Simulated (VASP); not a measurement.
A convergence study with VASP on CoGa (CsCl type): one setting is varied, all else stays as given below, so the limit is that of these other settings.

```xyz
2
Lattice="2.8800 0.0000 0.0000 0.0000 2.8800 0.0000 0.0000 0.0000 2.8800" Properties=species:S:1:pos:R:3 pbc="T T T"
Ga     1.4400     1.4400     1.4400
Co     0.0000     0.0000     0.0000
```

Calculation: PBE GGA, VASP's PBE PAW potentials (set 64) (plane waves; VASP 6.6.1). The tightest run used: 550 eV cut-off, 18×18×18 Monkhorst-Pack mesh, first-order Methfessel-Paxton smearing of 0.10 eV, potentials Ga_d Co.

Task: The settings run are 2×2×2 mesh; 3×3×3 mesh; 4×4×4 mesh; 5×5×5 mesh; 6×6×6 mesh; 7×7×7 mesh; 8×8×8 mesh; 9×9×9 mesh; 10×10×10 mesh; 11×11×11 mesh; 12×12×12 mesh; 13×13×13 mesh; 14×14×14 mesh; 15×15×15 mesh; 16×16×16 mesh; 17×17×17 mesh; 18×18×18 mesh. From which on does the energy per atom stay within 0.001 eV/atom of the tightest run?

Result: From 9×9×9 mesh on: it is off by 0.0005 there and by no more than 0.001 in any finer run, while 8×8×8 mesh is off by 0.0023.
| setting | E (eV/atom) | pressure (GPa) | irreducible k-points | difference judged (eV/atom) |
|---|---|---|---|---|
| 2×2×2 mesh | -5.4568 | -10.56 | 1 | 0.2180 |
| 3×3×3 mesh | -5.2582 | -0.69 | 4 | 0.0194 |
| 4×4×4 mesh | -5.2427 | 0.44 | 4 | 0.0039 |
| 5×5×5 mesh | -5.2483 | 0.22 | 10 | 0.0095 |
| 6×6×6 mesh | -5.2391 | 0.41 | 10 | 0.0003 |
| 7×7×7 mesh | -5.2323 | 0.57 | 20 | 0.0065 |
| 8×8×8 mesh | -5.2410 | 0.45 | 20 | 0.0023 |
| 9×9×9 mesh | -5.2383 | 0.43 | 35 | 0.0005 |
| 10×10×10 mesh | -5.2382 | 0.45 | 35 | 0.0006 |
| 11×11×11 mesh | -5.2391 | 0.44 | 56 | 0.0003 |
| 12×12×12 mesh | -5.2388 | 0.44 | 56 | 0.0000 |
| 13×13×13 mesh | -5.2391 | 0.44 | 84 | 0.0003 |
| 14×14×14 mesh | -5.2387 | 0.44 | 84 | 0.0001 |
| 15×15×15 mesh | -5.2389 | 0.44 | 120 | 0.0001 |
| 16×16×16 mesh | -5.2389 | 0.44 | 120 | 0.0001 |
| 17×17×17 mesh | -5.2391 | 0.43 | 165 | 0.0003 |
| 18×18×18 mesh | -5.2388 | 0.44 | 165 | 0.0000 |

Left out are rungs that failed or repeat a setting and relaxations that didn't move; long series are thinned to 24 rows.

The compound is CoGa in the CsCl type structure. The cell was not relaxed at this level. The run is not spin-polarised, so no magnetic state was tried.
